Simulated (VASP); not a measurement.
A VASP calculation is set up with these files.

File POSCAR:
```
Zn
1
    1.3566000000    -2.3497010000     0.0000000000
    1.3566000000     2.3497010000     0.0000000000
    0.0000000000     0.0000000000     5.0490000000
Zn
2
Direct
  0.3333330000   0.6666670000   0.2500000000
  0.6666670000   0.3333330000   0.7500000000
```

KPOINTS:
```
Automatic mesh
0
Gamma
12 12 6
0 0 0
```

**INCAR**
```
SYSTEM = Zn
PREC = Accurate
ENCUT = 400
EDIFF = 1E-6
NELM = 100
ALGO = Normal
LREAL = .FALSE.
LASPH = .TRUE.
ISMEAR = 1
SIGMA = 0.1
GGA = PE
LMAXMIX = 4
LWAVE = .FALSE.
LCHARG = .FALSE.
ISIF = 2
```

POTCAR, in this order: Zn (PBE.64 set). Program: vasp_gam.

Does this input run properly? What does VASP do?

There is a fault: the Γ-only program was given a k-mesh. VASP stops with an error: You are using the Gamma-point-only version with more than one k-point or some other non-Gamma k-point. ----> I REFUSE TO CONTINUE WITH THIS SICK JOB ... BYE!!! <----

standard output:
```
 POSCAR found type information on POSCAR Zn
 POSCAR found :  1 types and       2 ions
 Reading from existing POTCAR
 Reading from existing POTCAR
 LDA part: xc-table for (Slater+PW92), standard interpolation

 -----------------------------------------------------------------------------
|                                                                             |
|     EEEEEEE  RRRRRR   RRRRRR   OOOOOOO  RRRRRR      ###     ###     ###     |
|     E        R     R  R     R  O     O  R     R     ###     ###     ###     |
|     E        R     R  R     R  O     O  R     R     ###     ###     ###     |
|     EEEEE    RRRRRR   RRRRRR   O     O  RRRRRR       #       #       #      |
|     E        R   R    R   R    O     O  R   R                               |
|     E        R    R   R    R   O     O  R    R      ###     ###     ###     |
|     EEEEEEE  R     R  R     R  OOOOOOO  R     R     ###     ###     ###     |
|                                                                             |
|     You are using the Gamma-point-only version with more than one           |
|     k-point or some other non-Gamma k-point.                                |
|                                                                             |
|       ---->  I REFUSE TO CONTINUE WITH THIS SICK JOB ... BYE!!! <----       |
|                                                                             |
 -----------------------------------------------------------------------------
```

To mend it, run vasp_std.

The mended run (PBE GGA, plane waves, VASP's PBE PAW potentials (set 64)) converges, and its OSZICAR ends with
```
   1 F= -.21799922E+01 E0= -.21802054E+01  d E =0.639610E-03
```

The compound is Zn in the hcp structure. The cell was not relaxed at this level.
